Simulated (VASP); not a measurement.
# LiBe16 (a cell with a defect) in VASP: notebook, part 2 of 2

VASP 6.6.1. The steps go on from the part before.

## Step 4: Single point, PBE

INCAR

```
PREC     = Accurate       # precision mode
ENCUT    = 520            # plane-wave cutoff, eV
EDIFF    = 1E-6           # SCF threshold, eV
ISMEAR   = -1             # smearing method
SIGMA    = 0.1            # smearing width, eV
LREAL    = Auto         
LASPH    = T              # aspherical terms in the spheres
NELM     = 60             # most SCF steps
ALGO     = Normal         # electronic algorithm
ISIF     = 2              # what is computed and relaxed
LWAVE    = F              # write WAVECAR
LCHARG   = F              # write CHGCAR
GGA      = PE             # functional
NBANDS   = 32             # bands
```

KPOINTS

```
Automatic mesh
0
Gamma
  2 3 2
```

POSCAR

```
LiBe16
1.0
   -2.2900000000     -3.9663960000      0.0000000000
    3.4350000000     -1.9831980000      0.0000000000
    0.0000000000      0.0000000000      7.1768600000
Be Li
16 1
Direct
    0.7837647593      0.3361634057     -0.0121222930
    0.5718968583      0.7166357513      0.0071619065
    0.8103499475      0.3772347539      0.4819377834
    0.5277618741      0.2739955434      0.7594128909
    0.3378294879      0.0774176207      0.0517775183
    0.3378521688      0.7794705870      0.3245987800
    0.5611311469     -0.1554904435      0.5169112955
    0.3285581109      0.7666952181      0.7986779734
    0.2063403214      0.5346781182      0.0443787394
    0.0670291974      0.2483542539      0.2602252238
    0.2517813923      0.5171119035      0.5199209682
    0.0253345579      0.2516204185      0.7461619706
   -0.0887471399     -0.0936334644     -0.0697101518
    0.5359880916      1.3039338369      0.2489250173
    0.0711879458     -0.0119300158      0.5175801116
    0.8337427532      0.6955664934      0.6975055944
   -0.1587236015      0.6955234214      0.2335143782
```

Started as:

```sh
> cat potpaw_PBE.64/Be/POTCAR potpaw_PBE.64/Li_sv/POTCAR > POTCAR
> mpirun -np 1 vasp_std > vasp.out
```

It took 48 s on 1 thread of Intel Xeon Platinum 8259CL at 2.50GHz (Skylake/Cascade Lake), shared host; peak memory 0.23 GiB.

Results (log left out):

```yaml
Free_energy: -54.3028 eV
Largest_force: 5.756 eV/Å
Band_gap_on_the_k_mesh: none (metal or under the smearing width)
```

Forces on the atoms (eV/Å):
```
Be  -0.333 -0.943  0.734
Be  -0.155 -0.015  0.875
Be   0.587  0.841  0.544
Be  -0.638 -0.239 -0.622
Be  -0.405  1.619 -1.161
Be   1.852  0.683 -5.407
Be   1.050 -2.226  1.387
Be   1.299  0.911 -2.140
Be   1.211  0.314  0.117
Be  -0.768  0.290  0.269
Be  -1.970  1.852  1.654
Be  -0.349 -0.364  0.409
Be  -1.489 -1.426  0.952
Be  -0.551  0.008  1.236
Be  -1.177 -0.188 -0.724
Be   0.002  0.317  1.077
Li   1.834 -1.436  0.801
```

Levels at points of the mesh, in eV from the Fermi level:
```csv
k point,band 14,band 15,band 16,band 17,band 18,band 19,band 20,band 21,band 22,band 23
"(0.00, 0.00, 0.00)",-3.14,-2.76,-1.99,-0.80,-0.19,0.96,1.16,1.53,1.83,2.12
"(0.50, 0.00, 0.00)",-2.24,-1.93,-1.43,-0.84,-0.28,0.45,0.58,0.73,1.75,1.89
"(0.00, 0.00, 0.50)",-2.29,-1.94,-1.71,-0.92,-0.54,0.88,0.98,1.33,2.16,2.62
"(0.50, 0.00, 0.50)",-2.77,-2.24,-1.56,-0.41,0.03,0.64,1.11,1.49,2.16,2.51
```

Caveat: the k mesh is coarse (spacing up to 0.69 Å⁻¹), so the values aren't converged; the cutoff is under 1.25 times the usual one of these potentials, so pressure, stress and relaxed cells hold a basis-set (Pulay) error.

## Step 5: Single point, PBE

INCAR

```
  PREC = Accurate
  ENCUT = 520
  EDIFF = 1E-7
  ISMEAR = -1
  SIGMA = 0.1
  LREAL = Auto
  LASPH = True
  NELM = 100
  ALGO = Normal
  ISIF = 2
  LWAVE = False
  LCHARG = False
  GGA = PE
  NBANDS = 32
```

KPOINTS is that of step 4.

POSCAR

```
LiBe16
1.0
   -2.2900000000     -3.9663960000      0.0000000000
    3.4350000000     -1.9831980000      0.0000000000
    0.0000000000      0.0000000000      7.1768600000
Be Li
16 1
Direct
    0.7188194530      0.3136234490      0.0624507096
    0.6241967497      0.6853014721     -0.0879771934
    0.7864384472      0.3998963738      0.5178030504
    0.6444657451      0.2054225783      0.7707827657
    0.3904369460      0.0386610208      0.0277419373
    0.2616367834      0.7010620769      0.2468907015
    0.5568843484     -0.0943041753      0.5167162241
    0.2921166816      0.8881360119      0.7536443514
    0.2162076960      0.4788400651      0.0248298002
    0.0198617804      0.2641291054      0.2886777783
    0.2548337804      0.5058134955      0.5194611571
    0.0635318139      0.2668960273      0.7450054759
   -0.0067048436     -0.0535528652     -0.0190055261
    0.4550049840      1.2792318525      0.2969543784
    0.0690649927     -0.0576539059      0.4913987454
    0.8888429002      0.7253421373      0.7236451596
   -0.2544922515      0.7877766358      0.2521715625
```

Potentials or basis: VASP PAW PBE potentials, release 64 (Be, Li_sv).

Started as:

```sh
> cat potpaw_PBE.64/Be/POTCAR potpaw_PBE.64/Li_sv/POTCAR > POTCAR
> mpirun -np 1 vasp_std > vasp.out
```

OUTCAR:

```text
PREC = Accurate
   ENCUT = 520
   EDIFF = 1E-7
   ISMEAR = -1
   LREAL = Auto
   LASPH = True
   NELM = 100
   ISIF = 2
   GGA = PE

 ion  position               nearest neighbor table
   1  0.719  0.314  0.062-   5 1.87   2 1.88  13 2.01  14 2.08  10 2.14   4 2.16  17 2.33   9 2.39
                            17 2.49
   2  0.624  0.685  0.912-  16 1.82   1 1.88   5 1.95  13 2.04   8 2.06   4 2.16   9 2.19   4 2.30

   3  0.786  0.400  0.518-  16 2.02  10 2.03   4 2.08  12 2.13  11 2.19   7 2.22  15 2.24  14 2.25
                             7 2.27  17 2.46
   4  0.644  0.205  0.771-  12 1.94   8 2.05   3 2.08   2 2.16   1 2.16   7 2.21  16 2.23   5 2.28
                             2 2.30  16 2.37
   5  0.390  0.039  0.028-   1 1.87  13 1.89   9 1.92   2 1.95   8 2.10   6 2.15  14 2.18   4 2.28
                             9 2.36  17 2.50
   6  0.262  0.701  0.247-   9 1.83  14 1.93  10 2.08  11 2.10   5 2.15  15 2.18  17 2.24  17 2.39
[... 11 lines left out ...]
  12  0.064  0.267  0.745-   8 1.83   4 1.94  16 1.99  11 2.07   3 2.13  13 2.14  15 2.23   9 2.29
                            16 2.30
  13  0.993  0.946  0.981-   5 1.89   1 2.01   2 2.04  16 2.10   9 2.14  12 2.14   8 2.14  17 2.34
[... 218 lines left out ...]
      1     -38.4111      2.00000
      2      -4.2321      2.00000
      3      -2.2759      2.00000
      4      -1.9161      2.00000
      5       0.8598      2.00000
      6       1.0803      2.00000
[... 245 lines left out ...]
     28      12.0972      0.00000
     29      12.3374      0.00000
 [bands above 29 left out]

------------------------ aborting loop because EDIFF is reached ----------------------------------------

  FORCE on cell =-STRESS in cart. coord.  units (eV):
  Direction    XX          YY          ZZ          XY          YZ          ZX
  --------------------------------------------------------------------------------------
  -------------------------------------------------------------------------------------
  Total       21.0358167     10.6009012     16.9771301      2.1968609      5.2770126      3.2074019
  in kB      258.5079695    130.2738796    208.6309979     26.9970997     64.8489118     39.4155813
  external PRESSURE =     199.1376157 kB  Pullay stress =       0.0000000 kB

 VOLUME and BASIS-vectors are now :
 -----------------------------------------------------------------------------
  energy-cutoff  :      520.00
  volume of cell :      130.38
      direct lattice vectors                 reciprocal lattice vectors
    -2.290000000 -3.966396000  0.000000000    -0.109170306 -0.189088533  0.000000000
     3.435000000 -1.983198000  0.000000000     0.218340611 -0.126059022  0.000000000
     0.000000000  0.000000000  7.176860000     0.000000000  0.000000000  0.139336702

 POSITION                                       TOTAL-FORCE (eV/Angst)
 -----------------------------------------------------------------------------------
     -0.56880     -3.47310      0.44820        -0.076854     -1.210958      0.548349
      0.92460     -3.83490      6.54546         1.198700      0.776933      0.511338
     -0.42730     -3.91240      3.71620         0.185568      0.316671     -0.391405
     -0.77020     -2.96360      5.53180         0.364032      1.378386      1.070877
     -0.76130     -1.62530      0.19910        -1.167898      0.164961      0.037505
      1.80900     -2.42810      1.77190         3.237062     -1.217966      2.005365
[... 9 lines left out ...]
      0.45610     -4.96400      5.19350         0.274974     -0.377759     -1.422126
      0.99880     -4.51930      1.80980        -0.269782     -0.337771     -0.756634
 -----------------------------------------------------------------------------------
    total drift:                               -0.001543     -0.003402     -0.002768

  FREE ENERGIE OF THE ION-ELECTRON SYSTEM (eV)
  ---------------------------------------------------
  free  energy   TOTEN  =       -55.1652110668 eV

  energy  without entropy=      -55.0615911682  energy(sigma->0) =      -55.11340112
```

OSZICAR:

```text
N       E                     dE             d eps       ncg     rms          rms(c)
DAV:   1     0.675302673909E+02    0.67530E+02   -0.13472E+04   512   0.963E+02
DAV:   2    -0.478750028077E+02   -0.11541E+03   -0.10807E+03   616   0.199E+02
DAV:   3    -0.566002416042E+02   -0.87252E+01   -0.85130E+01   840   0.407E+01
DAV:   4    -0.570306591099E+02   -0.43042E+00   -0.42658E+00   736   0.746E+00
DAV:   5    -0.570366332136E+02   -0.59741E-02   -0.59733E-02   704   0.102E+00    0.525E+00
DAV:   6    -0.554837306462E+02    0.15529E+01   -0.14730E+00   632   0.549E+00    0.273E+00
DAV:   7    -0.551922676558E+02    0.29146E+00   -0.53347E-01   688   0.333E+00    0.113E+00
DAV:   8    -0.551679583384E+02    0.24309E-01   -0.87106E-02   800   0.136E+00    0.492E-01
DAV:   9    -0.551652311537E+02    0.27272E-02   -0.68332E-03   680   0.447E-01    0.142E-01
DAV:  10    -0.551652109983E+02    0.20155E-04   -0.50242E-04   688   0.133E-01    0.390E-02
DAV:  11    -0.551652083966E+02    0.26017E-05   -0.56445E-05   696   0.394E-02    0.101E-02
DAV:  12    -0.551652101614E+02   -0.17648E-05   -0.61748E-06   688   0.135E-02    0.247E-03
DAV:  13    -0.551652106559E+02   -0.49450E-06   -0.94891E-07   776   0.421E-03    0.856E-04
DAV:  14    -0.551652109857E+02   -0.32981E-06   -0.50380E-08   448   0.130E-03    0.291E-04
DAV:  15    -0.551652110668E+02   -0.81096E-07   -0.60859E-09   448   0.549E-04
   1 F= -.55165211E+02 E0= -.55113401E+02  d E =-.103620E+00
```

Wall time 54 s (1 thread of Intel Xeon Platinum 8259CL at 2.50GHz (Skylake/Cascade Lake), shared host); peak memory 0.24 GiB.

What came out:

```yaml
Free_energy: -55.1652 eV
Largest_force: 3.998 eV/Å
Band_gap_on_the_k_mesh: none (metal or under the smearing width)
```

Forces on the atoms (eV/Å):
```
Be  -0.077 -1.211  0.548
Be   1.199  0.777  0.511
Be   0.186  0.317 -0.391
Be   0.364  1.378  1.071
Be  -1.168  0.165  0.038
Be   3.237 -1.218  2.005
Be   0.436 -0.281  0.349
Be  -2.817  0.220 -0.114
Be   0.336  0.038 -1.413
Be   0.328  0.445 -1.937
Be  -1.356  0.284  0.494
Be   0.723 -0.416  0.642
Be  -0.121  1.184  0.082
Be  -2.159 -0.748 -0.238
Be   0.884 -0.218  0.533
Be   0.275 -0.378 -1.422
Li  -0.270 -0.338 -0.757
```

Caveat: the k mesh is coarse (spacing up to 0.69 Å⁻¹), so the values aren't converged; the cutoff is under 1.25 times the usual one of these potentials, so pressure, stress and relaxed cells hold a basis-set (Pulay) error.
